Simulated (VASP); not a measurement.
Data:

```
CsPbCl3
1.0
    5.65520     0.00000     0.00000
    0.00000     5.65520     0.00000
    0.00000     0.00000     5.65520
Cs Pb Cl
1 1 3
Direct
  0.00000   0.00000   0.00000
  0.50000   0.50000   0.50000
  0.50000   0.00000   0.50000
  0.00000   0.50000   0.50000
  0.50000   0.50000   0.00000
```

Calculation: revTPSS meta-GGA, VASP's PBE PAW potentials (set 64) (plane waves; VASP). Run with 520 eV cut-off, 4×4×4 Γ-centred mesh, Gaussian smearing of 0.050 eV, potentials Cs_sv Pb_d Cl.

Unless said otherwise, spin-orbit coupling is left out, though it shifts the bands of the heavy elements here.

Estimate the energy per atom (σ→0), band gap (on the k-mesh) with the smallest direct gap where there is one.

The band gap (on the k-mesh) is 2.13 eV and the smallest direct gap (on the k-mesh) comes out as 2.13 eV. The energy per atom (σ→0) is 8.944 eV/atom.

The absolute energy has meaning only against runs of the same code, potentials and settings.

The compound is CsPbCl3 in the cubic perovskite structure, the ideal cubic form; the compound distorts at low or room temperature. This cell is one point of a volume scan, at 0.97 of the reference volume.
